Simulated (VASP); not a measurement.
Crystal: Ta.

```
Ta
1.0
    -1.65128    1.65128    1.65128
     1.65128   -1.65128    1.65128
     1.65128    1.65128   -1.65128
Ta
1
Direct
  0.00000 0.00000 0.00000
```

| Quantity | Value |
| --- | --- |
| Program | VASP 6.6.1 |
| Task | relaxation of cell and atoms |
| Functional | PBE |
| Potentials or basis | VASP PAW PBE potentials, release 64 (Ta_pv) |
| Cutoff | 520 eV |
| k mesh | 6 × 6 × 6 |
| Occupations | gaussian, width 0.1 eV |
| Spin | no spin polarisation |

At the start: pressure 5.5 GPa; volume 18.01 Å³/atom.

Q: Where does the relaxation end?

A: Over 16 steps the energy falls by 8.7 meV/atom and the volume is 18.53 Å³/atom (+2.9 %); space group Im-3m (No. 229, to 0.05 Å).

Step by step:
| step | energy change (eV) | largest force (eV/Å) | pressure (GPa) | volume (Å³) |
| --- | --- | --- | --- | --- |
| 1 | 0.0000 | 0.0000 | 5.50 | 18.01 |
| 2 | 0.0299 | 0.0000 | -10.33 | 19.67 |
| 3 | -0.0087 | 0.0000 | -0.08 | 18.53 |
| 4 | -0.0087 | 0.0000 | 0.04 | 18.52 |
| 5 | -0.0087 | 0.0000 | 0.03 | 18.52 |
| 6 | -0.0087 | 0.0000 | 0.03 | 18.52 |
| 7 | -0.0087 | 0.0000 | 0.03 | 18.52 |
| 8 | -0.0087 | 0.0000 | 0.03 | 18.52 |
| 9 | -0.0087 | 0.0000 | 0.03 | 18.52 |
| 10 | -0.0087 | 0.0000 | 0.03 | 18.52 |
| 11 | -0.0087 | 0.0000 | 0.03 | 18.52 |
| 12 | -0.0087 | 0.0000 | 0.03 | 18.52 |
| 13 | -0.0087 | 0.0000 | 0.03 | 18.52 |
| 14 | -0.0087 | 0.0000 | 0.03 | 18.52 |
| 15 | -0.0087 | 0.0000 | 0.03 | 18.52 |
| 16 | -0.0087 | 0.0000 | 0.00 | 18.53 |

Final structure:
```
Ta
1.0
    -1.66687    1.66687    1.66687
     1.66687   -1.66687    1.66687
     1.66687    1.66687   -1.66687
Ta
1
Direct
  0.00000 0.00000 0.00000
```

Caveat: the k mesh is coarse (spacing up to 0.45 Å⁻¹), so the values aren't converged.
